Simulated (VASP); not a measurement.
Here is a VASP 6.6.1 calculation.

INCAR

```
SYSTEM = Al16SO23
ALGO = Fast
EDIFF = 1E-6
ENCUT = 520
GGA = PE
ISIF = 2
ISMEAR = -1
LASPH = .TRUE.
LCHARG = .FALSE.
LREAL = Auto
LWAVE = .FALSE.
NBANDS = 122
NELM = 100
PREC = Accurate
SIGMA = 0.01
```

The input KPOINTS:

```
k-points
0
G
  3 3 3
  0 0 0
```

The input POSCAR:

```
Al16SO23
1.0
   -4.8050272208     -2.7741837594      4.3720844159
    4.8050272208     -2.7741837594      4.3720844159
    0.0000000000      5.5483675188      4.3720844159
Al S O
16 1 23
Direct
    0.6479040000      0.6479040000      0.6479040000
    0.1479040000      0.1479040000      0.6479040000
    0.1479040000      0.6479040000      0.1479040000
    0.6479040000      0.1479040000      0.1479040000
    0.8520960000      0.8520960000      0.8520960000
    0.3520960000      0.3520960000      0.8520960000
    0.3520960000      0.8520960000      0.3520960000
    0.8520960000      0.3520960000      0.3520960000
    0.1479040000      0.1479040000      0.1479040000
    0.6479040000      0.6479040000      0.1479040000
    0.6479040000      0.1479040000      0.6479040000
    0.1479040000      0.6479040000      0.6479040000
    0.3520960000      0.3520960000      0.3520960000
    0.8520960000      0.8520960000      0.3520960000
    0.8520960000      0.3520960000      0.8520960000
    0.3520960000      0.8520960000      0.8520960000
    0.4030727500      0.5969272500      0.2500000000
    0.9030727500      0.0969272500      0.2500000000
    0.9030727500      0.5969272500      0.7500000000
    0.4030727500      0.0969272500      0.7500000000
    0.4030727500      0.7500000000      0.5969272500
    0.9030727500      0.2500000000      0.5969272500
    0.9030727500      0.7500000000      0.0969272500
    0.4030727500      0.2500000000      0.0969272500
    0.5969272500      0.2500000000      0.4030727500
    0.0969272500      0.7500000000      0.4030727500
    0.0969272500      0.2500000000      0.9030727500
    0.5969272500      0.7500000000      0.9030727500
    0.2500000000      0.4030727500      0.5969272500
    0.7500000000      0.9030727500      0.5969272500
    0.7500000000      0.4030727500      0.0969272500
    0.2500000000      0.9030727500      0.0969272500
    0.7500000000      0.5969272500      0.4030727500
    0.2500000000      0.0969272500      0.4030727500
    0.2500000000      0.5969272500      0.9030727500
    0.7500000000      0.0969272500      0.9030727500
    0.5969272500      0.4030727500      0.7500000000
    0.0969272500      0.9030727500      0.7500000000
    0.0969272500      0.4030727500      0.2500000000
    0.5969272500      0.9030727500      0.2500000000
```

Potentials or basis: VASP PAW PBE potentials, release 64 (Al, S, O).

Launch:

```sh
$ cat potpaw_PBE.64/Al/POTCAR potpaw_PBE.64/S/POTCAR potpaw_PBE.64/O/POTCAR > POTCAR
$ mpirun -np 1 vasp_std > vasp.out
```

Problem. Predict the largest force.

Solution. 9.444 eV/Å.

Problem. Predict the band gap on the k mesh.

Solution. 5.85 eV, direct.

Problem. Predict the pressure.

Solution. 12.2 GPa.

Stress tensor (GPa, compression positive):
```
12.91  0.00  0.00
 0.00 12.34 -5.62
 0.00 -5.62 11.27
```

Expect the measured gap to be larger: semilocal functionals such as PBE lack the derivative discontinuity.
